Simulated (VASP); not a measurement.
Calculation: PBE GGA, VASP's PBE PAW potentials (set 64) (plane waves; VASP).

A VASP calculation is set up with these files.

**KPOINTS**
```
Automatic mesh
0
Gamma
16 16 16
0 0 0
```

INCAR:
```
ALGO  =  Normal   ! blocked Davidson
GGA  =  PE   ! PBE
PREC  =  Accurate
ISIF  =  3   ! ions, shape and volume
NELM  =  100
LCHARG  =  .FALSE.
LMAXMIX  =  4   ! l cut-off of mixed one-centre charges
ISMEAR  =  1
IBRION  =  2   ! conjugate gradients
ENCUT  =  500   ! plane-wave cut-off (eV)
SIGMA  =  0.1   ! width (eV)
EDIFFG  =  -0.02   ! ionic stop
NSW  =  40
LREAL  =  .FALSE.
LWAVE  =  .FALSE.
SYSTEM  =  Mo
LASPH  =  .TRUE.
PSTRESS  =  300
EDIFF  =  1E-6   ! SCF stop (eV)
```

File POSCAR:
```
Mo
1
   -1.5464061499     1.5464061499     1.5464061499
    1.5464061499    -1.5464061499     1.5464061499
    1.5464061499     1.5464061499    -1.5464061499
Mo
1
Direct
  0.0000000000   0.0000000000   0.0000000000
```

POTCAR, in this order: Mo_sv (PBE.64 set). Program: vasp_std.

Energy and stress use the plane-wave basis of the starting cell.

Q: What does the run give for the energy per atom (σ→0), volume per atom, band gap (on the k-mesh)?

A: 
The energy per atom (σ→0) is -10.817 eV/atom and the band gap (on the k-mesh) is none (metal, semimetal or under 0.01 eV). The volume per atom is 14.39 Å³/atom.

### OSZICAR
```
...
   3 F= -.81234326E+01 E0= -.81234035E+01  d E =-.130446E-01
       N       E                     dE             d eps       ncg     rms          rms(c)
DAV:   1    -0.108173135068E+02    0.30657E-02   -0.67047E-03  3349   0.118E+00    0.205E-01
DAV:   2    -0.108170723520E+02    0.24115E-03   -0.48414E-04  3325   0.285E-01    0.350E-02
DAV:   3    -0.108170526999E+02    0.19652E-04   -0.82019E-05  3427   0.115E-01    0.303E-02
DAV:   4    -0.108170569088E+02   -0.42089E-05   -0.13041E-06  2665   0.140E-02    0.161E-03
DAV:   5    -0.108170569298E+02   -0.21058E-07   -0.17432E-07  1601   0.541E-03
   4 F= -.81234643E+01 E0= -.81234313E+01  d E =-.130764E-01
```

The compound is Mo in the bcc structure. This run relaxes it under an external pressure of 30 GPa. Symmetry was kept, so distortions that lower it aren't found.
